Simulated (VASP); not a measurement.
Crystal: Ag.

```
CELL_PARAMETERS angstrom
0.00000 2.06750 2.06750
2.06750 0.00000 2.06750
2.06750 2.06750 0.00000
ATOMIC_POSITIONS crystal
Ag 0.00000 0.00000 0.00000
```

* Program: VASP 6.6.1
* Task: relaxation of cell and atoms
* Functional: PBEsol
* Potentials or basis: VASP PAW PBE potentials, release 64 (Ag)
* Cutoff: 300 eV
* k mesh: 18 × 18 × 18
* Occupations: gaussian, width 0.1 eV
* Spin: no spin polarisation

At the start: pressure -6.3 GPa; volume 17.68 Å³/atom.

Task: Where does the relaxation end?

Result: Over 3 steps the energy falls by 23.4 meV/atom and the volume is 16.57 Å³/atom (-6.3 %); space group Fm-3m (No. 225, to 0.05 Å).

Step by step:
```
step  energy change (eV)  largest force (eV/Å)  pressure (GPa)  volume (Å³)
   1              0.0000                0.0000           -6.25        17.68
   2             -0.0149                0.0000            4.78        15.97
   3             -0.0234                0.0000           -0.02        16.57
```

Final structure:
```xyz
1
Lattice="0.0000 2.0234 2.0234 2.0234 0.0000 2.0234 2.0234 2.0234 0.0000" Properties=species:S:1:pos:R:3 pbc="T T T"
Ag    0.0000    0.0000    0.0000
```

Caveat: the cutoff is under 1.25 times the usual one of these potentials, so pressure, stress and relaxed cells hold a basis-set (Pulay) error; the PAW data sets were made with another functional, which shifts forces and pressure a little.
